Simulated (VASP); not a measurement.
A run of VASP 6.6.1 is set up as follows.

File INCAR:

```
PREC = Accurate ; ENCUT = 520
EDIFF = 1E-7 ; ISMEAR = 0
SIGMA = 0.05 ; LREAL = F
LASPH = T ; NELM = 80
ALGO = Normal ; ISIF = 2
LWAVE = F ; LCHARG = F
GGA = RP ; IBRION = 2
NSW = 60 ; EDIFFG = -0.01
```

File KPOINTS:

```
Automatic mesh
0
Gamma
  8 8 8
```

Contents of POSCAR:

```
Si2Cl
1.0
    1.9403900000      1.1202900000      5.5003700000
   -1.9403900000      1.1202900000      5.5003700000
    0.0000000000     -2.2405700000      5.5003700000
Si Cl
2 1
Direct
    0.1457800000      0.1457800000      0.1457800000
    0.8542200000      0.8542200000      0.8542200000
    0.0000000000      0.0000000000      0.0000000000
```

Potentials or basis: VASP PAW PBE potentials, release 64 (Si, Cl).

The run is started by

```sh
$ cat potpaw_PBE.64/Si/POTCAR potpaw_PBE.64/Cl/POTCAR > POTCAR
$ mpirun -np 1 vasp_std > vasp.out
```

(1) Predict the band gap on the k mesh.

(2) Estimate the energy gained by relaxing.

## Answers

(1) none (metal or under the smearing width).

(2) 0.0 meV/atom.

Caveat: an odd number of electrons without spin polarisation forces a metal; a magnetic or distorted state may lie lower.
